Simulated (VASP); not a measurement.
Data:

```
CELL_PARAMETERS angstrom
     -1.53048     1.53048     1.53048
      1.53048    -1.53048     1.53048
      1.53048     1.53048    -1.53048
ATOMIC_POSITIONS crystal
  Zn 0.00000 0.00000 0.00000
```

Method: r2SCAN meta-GGA, VASP's PBE PAW potentials (set 64) (plane waves; VASP). Settings: 400 eV cut-off, 19×19×19 Γ-centred mesh, tetrahedra with Blöchl corrections, potentials Zn.

Question: What does the run give for the energy per atom (σ→0), band gap (over mesh and band path) with the smallest direct gap where there is one?

Answer: 
```yaml
band gap (over mesh and band path): none (metal, semimetal or under 0.01 eV)
energy per atom (σ→0): -848.9 kJ/mol of atoms
```

The structure was generated: Zn was put into the bcc type (Im-3m), which need not be its known phase. It was relaxed first, which changed the volume by -5 %.
